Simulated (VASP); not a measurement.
Given:

```yaml
crystal:
  lattice:
    - [0.00000, 2.24819, 2.24819]
    - [2.24819, 0.00000, 2.24819]
    - [2.24819, 2.24819, 0.00000]
  atoms:
    - { symbol: Nb, position: [0.00000, 0.00000, 0.00000] }
    - { symbol: C, position: [0.50000, 0.50000, 0.50000] }
```

These are revPBE GGA, VASP's PBE PAW potentials (set 64) (plane waves; VASP 6.6.1) values and carry that method's errors. Numerical set-up: 520 eV cut-off, Gaussian smearing of 0.050 eV, potentials Nb_sv C.

Problem. Give the energies of bands 6 to 11 at the high-symmetry points, in eV from the Fermi level.

Solution. 
```csv
band,Γ,X,U,L,W
6,-1.31,-4.11,-5.12,-7.49,-4.60
7,-1.31,-3.89,-4.23,-5.06,-4.37
8,-1.31,-1.34,-3.48,-5.06,-4.37
9,-0.24,-1.34,-0.34,2.04,1.48
10,-0.24,1.89,2.38,2.04,1.48
11,-0.24,3.10,3.30,3.44,3.11
```

It has no gap at this level: it comes out as a metal or semimetal.

The compound is NbC in the rock salt structure. It was relaxed first. The electron count is odd and the run is not spin-polarised, which forces a metal.
